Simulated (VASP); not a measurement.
Level of theory: PBEsol GGA, VASP's PBE PAW potentials (set 64) (plane waves; VASP).

VASP input:

**POSCAR**
```
MgB2
1.0
  1.5358125382  -2.6601048583   0.0000000000
  1.5358125382   2.6601048583   0.0000000000
  0.0000000000   0.0000000000   3.4733760219
Mg B
1 2
Cart
  1.5358125382  -2.6601048583   0.0000000000
  1.5358125382   0.8867033928   1.7366880110
  1.5358125382  -0.8867033928   1.7366880110
```

File KPOINTS:
```
K-points
0
G
10 10 8
```

**INCAR**
```
ALGO = Normal
EDIFF = 1E-6
EDIFFG = -0.02
ENCUT = 520
GGA = PS
IBRION = 2
ISIF = 3
ISMEAR = 1
LASPH = .True.
LCHARG = .False.
LREAL = .False.
LWAVE = .False.
NELM = 100
NSW = 60
PREC = Accurate
SIGMA = 0.1
SYSTEM = MgB2
```

POTCAR, in this order: Mg B (PBE.64 set). Program: vasp_std.

The run wrote:

**OSZICAR**
```
       N       E                     dE             d eps       ncg     rms          rms(c)
DAV:   1     0.471495158663E+01    0.47150E+01   -0.40543E+03  1192   0.849E+02
DAV:   2    -0.174946289393E+02   -0.22210E+02   -0.20811E+02  1672   0.111E+02
DAV:   3    -0.178078563697E+02   -0.31323E+00   -0.30591E+00  1480   0.153E+01
DAV:   4    -0.178085857616E+02   -0.72939E-03   -0.72939E-03  1672   0.567E-01
DAV:   5    -0.178085869730E+02   -0.12114E-05   -0.12110E-05  1544   0.111E-02    0.518E+00
DAV:   6    -0.164724018565E+02    0.13362E+01   -0.22107E+00  1240   0.811E+00    0.250E+00
DAV:   7    -0.162264041879E+02    0.24600E+00   -0.11641E+00  1336   0.580E+00    0.716E-01
DAV:   8    -0.162251263506E+02    0.12778E-02   -0.65532E-02  1200   0.179E+00    0.276E-01
DAV:   9    -0.162207119895E+02    0.44144E-02   -0.13879E-02  1216   0.647E-01    0.494E-02
DAV:  10    -0.162206928896E+02    0.19100E-04   -0.11046E-03  1544   0.208E-01    0.265E-02
DAV:  11    -0.162206582852E+02    0.34604E-04   -0.15619E-04  1216   0.764E-02    0.178E-03
DAV:  12    -0.162206584142E+02   -0.12895E-06   -0.14264E-06  1416   0.111E-02
   1 F= -.16220658E+02 E0= -.16220847E+02  d E =-.162207E+02
```

OUTCAR:
```
------------------------ aborting loop because EDIFF is reached ----------------------------------------
  FORCE on cell =-STRESS in cart. coord.  units (eV):
  Direction    XX          YY          ZZ          XY          YZ          ZX
  --------------------------------------------------------------------------------------
  Total       -0.0046838     -0.0046838      0.0523202      0.0000000     -0.0000000      0.0000000
  in kB       -0.2644155     -0.2644154      2.9536673      0.0000000     -0.0000000      0.0000000
  external PRESSURE =       0.8082788 kB  Pullay stress =       0.0000000 kB
  volume of cell :       28.38
      direct lattice vectors                 reciprocal lattice vectors
     1.535812538 -2.660104858  0.000000000     0.325560567 -0.187962515  0.000000000
     1.535812538  2.660104858  0.000000000     0.325560567  0.187962515  0.000000000
     0.000000000  0.000000000  3.473376022     0.000000000  0.000000000  0.287904331
 POSITION                                       TOTAL-FORCE (eV/Angst)
 -----------------------------------------------------------------------------------
      0.00000      0.00000      0.00000        -0.000000     -0.000000      0.000000
      1.53581      0.88670      1.73669        -0.000000     -0.000000      0.000000
      1.53581     -0.88670      1.73669         0.000000      0.000000      0.000000
 -----------------------------------------------------------------------------------
    total drift:                                0.000000     -0.000000      0.000000
  FREE ENERGIE OF THE ION-ELECTRON SYSTEM (eV)
  ---------------------------------------------------
  free  energy   TOTEN  =       -16.2206584142 eV

  energy  without entropy=      -16.2212245720  energy(sigma->0) =      -16.22084713

 reached required accuracy - stopping structural energy minimisation
```
(Selected blocks of OUTCAR.)

**OUTCAR**
```
 val. band max:        5.3896857998   @ k =   0.4000   0.2000   0.1250

 cond. band min:       5.4866398513   @ k =   0.3000   0.2000   0.0000


 Fermi energy:         5.4377340107

 k-point     1 :       0.0000    0.0000    0.0000
  band No.  band energies     occupation
      1      -7.1589      2.00000
      2       2.4892      2.00000
      3       5.7309     -0.00027
      4       5.7309     -0.00027
      5       7.1982     -0.00000
      6      11.6571      0.00000
      7      11.6571      0.00000
      8      13.5697      0.00000

 k-point     2 :       0.1000   -0.0000    0.0000
  band No.  band energies     occupation
      1      -6.9838      2.00000
      2       2.6590      2.00000
      3       4.8666      2.00000
      4       5.3289      2.06409
      5       7.3479     -0.00000
      6      11.5343      0.00000
      7      12.4137      0.00000
      8      13.9523      0.00000

 k-point     3 :       0.2000   -0.0000    0.0000
  band No.  band energies     occupation
      1      -6.4615      2.00000
      2       2.9898      2.00000
      3       3.1626      2.00000
      4       4.5307      2.00000
      5       7.8047      0.00000
      6      11.0296      0.00000
      7      13.2792      0.00000
      8      14.2523      0.00000

 k-point     4 :       0.3000   -0.0000    0.0000
  band No.  band energies     occupation
      1      -5.6013      2.00000
      2       0.9000      2.00000
      3       3.8011      2.00000
      4       3.9738      2.00000
      5       8.4780      0.00000
      6      10.5528      0.00000
      7      11.3231      0.00000
      8      14.5149      0.00000

 k-point     5 :       0.4000   -0.0000    0.0000
  band No.  band energies     occupation
      1      -4.4243      2.00000
      2      -1.0806      2.00000
      3       3.3233      2.00000
      4       4.9875      2.00000
      5       9.0477      0.00000
      6       9.4943      0.00000
      7      10.5436      0.00000
...
```

The compound is MgB2 in the AlB2 type structure. It was relaxed first. The start is the result of an earlier pass.
